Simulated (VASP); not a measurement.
Method: PBE GGA, VASP's PBE PAW potentials (set 64) (plane waves; VASP).

The input files of a VASP run:

**INCAR**
```
# general
SYSTEM  = ZnS
PREC    = Accurate
ENCUT   = 180
LREAL   = .FALSE.
LASPH   = .TRUE.   # aspherical one-centre terms

# electronic loop
EDIFF   = 1E-6   # SCF stop (eV)
NELM    = 100   # most electronic steps
ALGO    = Normal
LMAXMIX = 4

# smearing
ISMEAR  = 0   # Gaussian
SIGMA   = 0.01   # width (eV)

# functional
GGA     = PE

# ions
IBRION  = 2
NSW     = 50   # most ionic steps
ISIF    = 3   # ions, shape and volume
EDIFFG  = -0.01   # ionic stop

# output
LWAVE   = .FALSE.
LCHARG  = .FALSE.
```

**KPOINTS**
```
Regular mesh
0
G
7 7 7
0 0 0
```

### POSCAR
```
ZnS
1.0
  0.0000000000   2.6936850000   2.6936850000
  2.6936850000   0.0000000000   2.6936850000
  2.6936850000   2.6936850000   0.0000000000
Zn S
1 1
Direct
  0.0000000000   0.0000000000   0.0000000000
  0.2500000000   0.2500000000   0.2500000000
```

POTCAR, in this order: Zn S (PBE.64 set). Program: vasp_std.

Output of the run:

**OSZICAR**
```
       N       E                     dE             d eps       ncg     rms          rms(c)
DAV:   1     0.414359918731E+02    0.41436E+02   -0.53084E+03   536   0.663E+02
DAV:   2    -0.504535775006E+01   -0.46481E+02   -0.45315E+02   625   0.159E+02
DAV:   3    -0.636867368804E+01   -0.13233E+01   -0.13216E+01   585   0.289E+01
DAV:   4    -0.637599190482E+01   -0.73182E-02   -0.73172E-02   625   0.218E+00
DAV:   5    -0.637604806084E+01   -0.56156E-04   -0.56156E-04   555   0.186E-01    0.127E+01
DAV:   6    -0.546943807587E+01    0.90661E+00   -0.31951E+00   560   0.501E+01    0.817E+00
DAV:   7    -0.551313775503E+01   -0.43700E-01   -0.62713E-01   530   0.508E+00    0.438E+00
DAV:   8    -0.551474153130E+01   -0.16038E-02   -0.38987E-02   545   0.325E+00    0.676E-01
DAV:   9    -0.551423824033E+01    0.50329E-03   -0.55354E-03   585   0.136E+00    0.206E-01
DAV:  10    -0.551442134589E+01   -0.18311E-03   -0.81693E-04   600   0.327E-01    0.944E-02
DAV:  11    -0.551448560625E+01   -0.64260E-04   -0.22209E-04   530   0.213E-01    0.126E-02
DAV:  12    -0.551448718129E+01   -0.15750E-05   -0.95065E-06   620   0.265E-02    0.723E-03
DAV:  13    -0.551448774234E+01   -0.56105E-06   -0.15481E-06   503   0.907E-03
   1 F= -.55144877E+01 E0= -.55144877E+01  d E =-.551449E+01
       N       E                     dE             d eps       ncg     rms          rms(c)
```

### OUTCAR
```
------------------------ aborting loop because EDIFF is reached ----------------------------------------
  FORCE on cell =-STRESS in cart. coord.  units (eV):
  Direction    XX          YY          ZZ          XY          YZ          ZX
  --------------------------------------------------------------------------------------
  Total      -18.7052097    -18.7052097    -18.7052097     -0.0000000     -0.0000000     -0.0000000
  in kB     -766.6598918   -766.6598918   -766.6598918     -0.0000000     -0.0000000     -0.0000000
  external PRESSURE =    -766.6598918 kB  Pullay stress =       0.0000000 kB
  volume of cell :       39.09
      direct lattice vectors                 reciprocal lattice vectors
     0.000000000  2.693685000  2.693685000    -0.185619328  0.185619328  0.185619328
     2.693685000  0.000000000  2.693685000     0.185619328 -0.185619328  0.185619328
     2.693685000  2.693685000  0.000000000     0.185619328  0.185619328 -0.185619328
  FREE ENERGIE OF THE ION-ELECTRON SYSTEM (eV)
  ---------------------------------------------------
  free  energy   TOTEN  =        -5.5144877423 eV

  energy  without entropy=       -5.5144877423  energy(sigma->0) =       -5.51448774
```
(Selected blocks of OUTCAR.)

stdout:
```
...
 Reading from existing POTCAR
 Reading from existing POTCAR
 LDA part: xc-table for (Slater+PW92), standard interpolation
 POSCAR, INCAR and KPOINTS ok, starting setup
 WAVECAR not read
 entering main loop
       N       E                     dE             d eps       ncg     rms          rms(c)
DAV:   1     0.414359918731E+02    0.41436E+02   -0.53084E+03   536   0.663E+02
DAV:   2    -0.504535775006E+01   -0.46481E+02   -0.45315E+02   625   0.159E+02
DAV:   3    -0.636867368804E+01   -0.13233E+01   -0.13216E+01   585   0.289E+01
DAV:   4    -0.637599190482E+01   -0.73182E-02   -0.73172E-02   625   0.218E+00
DAV:   5    -0.637604806084E+01   -0.56156E-04   -0.56156E-04   555   0.186E-01    0.127E+01
DAV:   6    -0.546943807587E+01    0.90661E+00   -0.31951E+00   560   0.501E+01    0.817E+00
DAV:   7    -0.551313775503E+01   -0.43700E-01   -0.62713E-01   530   0.508E+00    0.438E+00
DAV:   8    -0.551474153130E+01   -0.16038E-02   -0.38987E-02   545   0.325E+00    0.676E-01
DAV:   9    -0.551423824033E+01    0.50329E-03   -0.55354E-03   585   0.136E+00    0.206E-01
DAV:  10    -0.551442134589E+01   -0.18311E-03   -0.81693E-04   600   0.327E-01    0.944E-02
DAV:  11    -0.551448560625E+01   -0.64260E-04   -0.22209E-04   530   0.213E-01    0.126E-02
DAV:  12    -0.551448718129E+01   -0.15750E-05   -0.95065E-06   620   0.265E-02    0.723E-03
DAV:  13    -0.551448774234E+01   -0.56105E-06   -0.15481E-06   503   0.907E-03
   1 F= -.55144877E+01 E0= -.55144877E+01  d E =-.551449E+01
 bond charge predicted
       N       E                     dE             d eps       ncg     rms          rms(c)

 -----------------------------------------------------------------------------
|                                                                             |
|     EEEEEEE  RRRRRR   RRRRRR   OOOOOOO  RRRRRR      ###     ###     ###     |
|     E        R     R  R     R  O     O  R     R     ###     ###     ###     |
|     E        R     R  R     R  O     O  R     R     ###     ###     ###     |
|     EEEEE    RRRRRR   RRRRRR   O     O  RRRRRR       #       #       #      |
|     E        R   R    R   R    O     O  R   R                               |
|     E        R    R   R    R   O     O  R    R      ###     ###     ###     |
|     EEEEEEE  R     R  R     R  OOOOOOO  R     R     ###     ###     ###     |
|                                                                             |
|     ERROR FEXCP: supplied Exchange-correletion table                        |
|      is too small, maximal index : 4357                                     |
|                                                                             |
|       ---->  I REFUSE TO CONTINUE WITH THIS SICK JOB ... BYE!!! <----       |
|                                                                             |
 -----------------------------------------------------------------------------
```

VASP stops with an error: ERROR FEXCP: supplied Exchange-correletion table is too small, maximal index : 4357 ----> I REFUSE TO CONTINUE WITH THIS SICK JOB ... BYE!!! <----

The run did not end as a converged relaxation. At this cut-off the stress carries a Pulay error, which pulls relaxed volumes low.

The structure comes from a computed database's ZnS entry; how it stands against other phases isn't given here. The cell was not relaxed at this level. The run is one of a series of settings (EDIFFG = -0.01, ENCUT = 180, IBRION = 2, ISIF = 3, NSW = 50 against the base run), some of them coarse on purpose.
